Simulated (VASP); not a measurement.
Computed with LDA (Ceperley-Alder, Perdew-Zunger), VASP's LDA PAW potentials (set 64) (plane waves; VASP 6.6.1).

Input for VASP

File KPOINTS:
```
Automatic mesh
0
Gamma
  8 8 8
0 0 0
```

### INCAR
```
SYSTEM = SrO
PREC = Accurate
ENCUT = 520
EDIFF = 1E-8
NELM = 100
ALGO = Normal
LREAL = .FALSE.
LASPH = .TRUE.
ISMEAR = 0
SIGMA = 0.05
LMAXMIX = 4
LWAVE = .FALSE.
LCHARG = .FALSE.
IBRION = 1
ISIF = 2
NSW = 30
EDIFFG = -0.001
```

### POSCAR
```
SrO
1
    0.0000000000     2.5388467148     2.5388467148
    2.5388467148     0.0000000000     2.5388467148
    2.5388467148     2.5388467148     0.0000000000
Sr O
1 1
Direct
  0.0000000000   0.0000000000   0.0000000000
  0.5000000000   0.5000000000   0.5000000000
```

POTCAR, in this order: Sr_sv O (LDA.64 set). Program: vasp_std.

Predict the energy per atom (σ→0), band gap (on the k-mesh).

```
Item                               Value
------------------------  --------------
energy per atom (σ→0)     -6.694 eV/atom
band gap (on the k-mesh)         3.07 eV
```

**OSZICAR**
```
...
DAV:   8    -0.133882809884E+02    0.44884E-01   -0.15369E-01   764   0.409E+00    0.119E+00
DAV:   9    -0.133875561142E+02    0.72487E-03   -0.90661E-03  1100   0.805E-01    0.255E-01
DAV:  10    -0.133876220432E+02   -0.65929E-04   -0.64802E-04   816   0.260E-01    0.870E-02
DAV:  11    -0.133876242302E+02   -0.21870E-05   -0.10233E-04   812   0.930E-02    0.198E-02
DAV:  12    -0.133876246321E+02   -0.40186E-06   -0.92565E-06   808   0.310E-02    0.578E-03
DAV:  13    -0.133876247046E+02   -0.72581E-07   -0.74156E-07   888   0.916E-03    0.114E-03
DAV:  14    -0.133876247066E+02   -0.19522E-08   -0.52087E-08   864   0.222E-03
   1 F= -.13387625E+02 E0= -.13387625E+02  d E =-.133876E+02
```

The compound is SrO in the rock salt structure. It was relaxed first. The start is the result of an earlier pass.
